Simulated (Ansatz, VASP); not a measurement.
## NaGeF3 in VASP and in Ansatz

File INCAR:

```
SYSTEM = NaGeF3
ALGO     = Normal         ! electronic algorithm
EDIFF    = 1E-6           ! SCF threshold, eV
ENCUT    = 520            ! plane-wave cutoff, eV
GGA      = PE             ! functional
ISIF     = 2              ! what is computed and relaxed
ISMEAR   = -1             ! smearing method
LASPH    = .TRUE.         ! aspherical terms in the spheres
LCHARG   = .TRUE.         ! write CHGCAR
LELF     = .TRUE.         ! ELF
LREAL    = .FALSE.        ! projectors in reciprocal space
LVHAR    = .TRUE.       
LWAVE    = .FALSE.        ! write WAVECAR
NBANDS   = 29             ! bands
NELM     = 80             ! most SCF steps
PREC     = Accurate       ! precision mode
SIGMA    = 0.02           ! smearing width, eV
```

Contents of KPOINTS:

```
k-points
0
G
  6 6 6
  0 0 0
```

POSCAR

```
NaGeF3
1.0
    4.1737373760      0.0000000000      0.0000000000
    0.0000000000      4.3476431000      0.0000000000
    0.0000000000      0.0000000000      4.3476431000
Na Ge F
1 1 3
Direct
    0.0000000000      0.0000000000      0.0000000000
    0.5000000000      0.5000000000      0.5000000000
    0.5000000000      0.5000000000      0.0000000000
    0.5000000000      0.0000000000      0.5000000000
    0.0000000000      0.5000000000      0.5000000000
```

Input for Ansatz:

```yaml
crystal:
  lattice:
    - [4.173737376, 0.0, 0.0]
    - [0.0, 4.3476431, 0.0]
    - [0.0, 0.0, 4.3476431]
  atoms:
    - { symbol: Na, position: [0.0, 0.0, 0.0] }
    - { symbol: Ge, position: [0.5, 0.5, 0.5] }
    - { symbol: F, position: [0.5, 0.5, 0.0] }
    - { symbol: F, position: [0.5, 0.0, 0.5] }
    - { symbol: F, position: [0.0, 0.5, 0.5] }
kpoints:
  mp_grid: { grid: [6, 6, 6] }
  band_path:
    path: [[0.0, 0.0, 0.0], [0.0, 0.5, 0.0], [0.5, 0.5, 0.0], [0.5, 0.5, 0.5]]
    npoints: 1
hamiltonian:
  xc: pbe
scf:
  occupations: { method: fermi_dirac, width: 0.02 }
  n_extra_bands: 5
output:
  forces: true
  stress: true
  eigenvalues: true
```

Change from the starting cell: uniaxial_x strain -4.0%.

Alike in both runs: task single point; functional PBE; k mesh 6 × 6 × 6; occupations fermi-dirac, width 0.02 eV; no spin polarisation.

|  | VASP | Ansatz |
| --- | --- | --- |
| version | VASP 6.6.1 | Ansatz 0.2.0 |
| potentials or method | VASP PAW PBE potentials, release 64 (Na_pv, Ge_d, F) | plane waves, PAW |
| plane-wave cutoff (eV) | 520 | 420 |
| valence electrons in the cell | 42 | 44 |

|  | VASP | Ansatz | Ansatz less VASP |
| --- | --- | --- | --- |
| gap on the k mesh at the Fermi level (eV) | 0.98 | 0.99 | +0.006 |
| pressure (GPa) | 4.8 | 4.9 | +0.08 |
| largest component of the traceless stress (GPa) | 2.80 | 2.76 | -0.044 |

The two sets of potentials don't hold the same shells in valence.

A k mesh can miss the band edges.
